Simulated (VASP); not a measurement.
Input:

```
SrCl2
1.0
    0.00000     3.46011     3.46011
    3.46011     0.00000     3.46011
    3.46011     3.46011     0.00000
Sr Cl
1 2
Direct
  0.00000   0.00000   0.00000
  0.25000   0.25000   0.25000
  0.75000   0.75000   0.75000
```

Computed with PBEsol GGA, VASP's PBE PAW potentials (set 64) (plane waves; VASP). Numerical set-up: 530 eV cut-off, 5×5×5 Γ-centred mesh, Gaussian smearing of 0.050 eV, potentials Sr_sv Cl.

Task: Give the elastic stiffness tensor with the ions relaxed (GPa, in the frame of the cell).

Result: 
```json
[
 {"": "xx", "xx": "73.1", "yy": "20.8", "zz": "20.8", "yz": "0.0", "xz": "0.0", "xy": "0.0"},
 {"": "yy", "xx": "20.8", "yy": "73.1", "zz": "20.8", "yz": "0.0", "xz": "0.0", "xy": "0.0"},
 {"": "zz", "xx": "20.8", "yy": "20.8", "zz": "73.1", "yz": "0.0", "xz": "0.0", "xy": "0.0"},
 {"": "yz", "xx": "0.0", "yy": "0.0", "zz": "0.0", "yz": "10.3", "xz": "0.0", "xy": "0.0"},
 {"": "xz", "xx": "0.0", "yy": "0.0", "zz": "0.0", "yz": "0.0", "xz": "10.3", "xy": "0.0"},
 {"": "xy", "xx": "0.0", "yy": "0.0", "zz": "0.0", "yz": "0.0", "xz": "0.0", "xy": "10.3"}
]
```

Task: What does the run give for the Hill bulk modulus, Hill shear modulus, Young's modulus, Poisson's ratio?

Result: 
- Hill bulk modulus: 38.3 GPa
- Hill shear modulus: 15.2 GPa
- Young's modulus: 402 kbar
- Poisson's ratio: 0.325

The compound is SrCl2 in the fluorite structure. It was relaxed first.
